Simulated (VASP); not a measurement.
All values below come from PBEsol GGA, VASP's PBE PAW potentials (set 64) (plane waves; VASP).

A VASP calculation is set up with these files.

**INCAR**
```
SYSTEM = Cl atom
PREC = Normal
ENCUT = 520
EDIFF = 1E-6
NELM = 200
ALGO = All
LREAL = .FALSE.
LASPH = .TRUE.
ISMEAR = 0
SIGMA = 0.01
GGA = PS
ISPIN = 2
MAGMOM = 1
LORBIT = 10
LWAVE = .FALSE.
LCHARG = .FALSE.
ISYM = 0
NUPDOWN = 1
```

KPOINTS:
```
K-points
0
G
1 1 1
0 0 0
```

POSCAR:
```
Cl atom
12.0
  1.0000000000   0.0000000000   0.0000000000
  0.0000000000   1.0416666667   0.0000000000
  0.0000000000   0.0000000000   1.0833333333
Cl
1
direct
  0.0000000000   0.0000000000   0.0000000000
```

POTCAR, in this order: Cl (PBE.64 set). Program: vasp_gam. Read from the step before: WAVECAR.

Output

File OSZICAR:
```
       N       E                     dE             d eps       ncg     rms           ort
SDA:   1    -0.241282542913E+00   -0.24128E+00    0.00000E+00     8   0.686E-02   0.000E+00
CGA:   2    -0.243670246731E+00   -0.23877E-02   -0.23829E-02     8   0.266E-02   0.332E-04
CGA:   3    -0.244290653969E+00   -0.62041E-03   -0.62086E-03     8   0.816E-03  -0.260E-04
CGA:   4    -0.244425367803E+00   -0.13471E-03   -0.13440E-03     8   0.428E-03  -0.736E-05
CGA:   5    -0.244496663224E+00   -0.71295E-04   -0.71169E-04     8   0.794E-04  -0.283E-05
CGA:   6    -0.244518925191E+00   -0.22262E-04   -0.22329E-04     8   0.258E-04  -0.867E-06
CGA:   7    -0.244525095194E+00   -0.61700E-05   -0.61813E-05     8   0.147E-04  -0.378E-06
CGA:   8    -0.244527078961E+00   -0.19838E-05   -0.19890E-05     8   0.384E-05   0.614E-07
CGA:   9    -0.244528040591E+00   -0.96163E-06   -0.94825E-06     8   0.729E-06   0.398E-06
   1 F= -.24452804E+00 E0= -.24067152E+00  d E =-.771305E-02  mag=     1.0000
```

**OUTCAR**
```
------------------------ aborting loop because EDIFF is reached ----------------------------------------
  FORCE on cell =-STRESS in cart. coord.  units (eV):
  Direction    XX          YY          ZZ          XY          YZ          ZX
  --------------------------------------------------------------------------------------
  Total       -0.0092187     -0.0117507     -0.0111385     -0.0008555     -0.0023559      0.0005734
  in kB       -0.0075744     -0.0096547     -0.0091517     -0.0007029     -0.0019357      0.0004711
  external PRESSURE =      -0.0087936 kB  Pullay stress =       0.0000000 kB
  volume of cell :     1950.00
      direct lattice vectors                 reciprocal lattice vectors
    12.000000000  0.000000000  0.000000000     0.083333333  0.000000000  0.000000000
     0.000000000 12.500000000  0.000000000     0.000000000  0.080000000  0.000000000
     0.000000000  0.000000000 13.000000000     0.000000000  0.000000000  0.076923077
 POSITION                                       TOTAL-FORCE (eV/Angst)
 -----------------------------------------------------------------------------------
      0.00000      0.00000      0.00000        -0.000000      0.000000     -0.000000
 -----------------------------------------------------------------------------------
    total drift:                               -0.000000      0.000000     -0.000000
  FREE ENERGIE OF THE ION-ELECTRON SYSTEM (eV)
  ---------------------------------------------------
  free  energy   TOTEN  =        -0.2445280406 eV

  energy  without entropy=       -0.2368149955  energy(sigma->0) =       -0.24067152

 total charge

# of ion       s       p       d       tot
------------------------------------------
    1        1.614   3.269   0.000   4.883

 magnetization (x)

# of ion       s       p       d       tot
------------------------------------------
    1        0.011   0.686   0.000   0.697
```
(Selected blocks of OUTCAR.)

### OUTCAR
```
 val. band max:       -7.9929244276   @ k =   0.0000   0.0000   0.0000

 cond. band min:      -0.3227400424   @ k =   0.0000   0.0000   0.0000


 Fermi energy:        -8.7719483021

 spin component 1

 k-point     1 :       0.0000    0.0000    0.0000
  band No.  band energies     occupation
      1     -20.9500      1.00000
      2      -8.8592      1.00000
      3      -8.8556      1.00000
      4      -8.8540      1.00000
      5      -0.3227      0.00000
      6       0.5773      0.00000
      7       0.7271      0.00000
      8       0.7870      0.00000

 Fermi energy:        -7.9899777442

 spin component 2

 k-point     1 :       0.0000    0.0000    0.0000
  band No.  band energies     occupation
      1     -20.0040      1.00000
      2      -7.9931      0.66831
      3      -7.9930      0.66711
      4      -7.9929      0.66457
      5      -0.2660      0.00000
      6       0.6222      0.00000
      7       0.7514      0.00000
      8       0.8135      0.00000
```

The atom may not be in its lowest state.

The cell is a free atom in a box.
